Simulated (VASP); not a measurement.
Input:

```yaml
crystal:
  lattice:
    - [0.00000, 2.69323, 2.69323]
    - [2.69323, 0.00000, 2.69323]
    - [2.69323, 2.69323, 0.00000]
  atoms:
    - { symbol: Si, position: [0.25000, 0.25000, 0.25000] }
    - { symbol: Si, position: [0.75000, 0.75000, 0.75000] }
    - { symbol: Ni, position: [0.00000, 0.00000, 0.00000] }
```

Computed with AM05 GGA, VASP's PBE PAW potentials (set 64) (plane waves; VASP). Run with 520 eV cut-off, 11×11×11 Γ-centred mesh, tetrahedra with Blöchl corrections, potentials Si Ni.

### Question
What does the run give for the energy per atom (σ→0), band gap (on the k-mesh) with the smallest direct gap where there is one?

### Answer

```yaml
band gap (on the k-mesh): none (metal, semimetal or under 0.01 eV)
energy per atom (σ→0): -6174 meV/atom
```

The compound is NiSi2 in the fluorite structure. It was relaxed first. The run is not spin-polarised, so no magnetic state was tried.
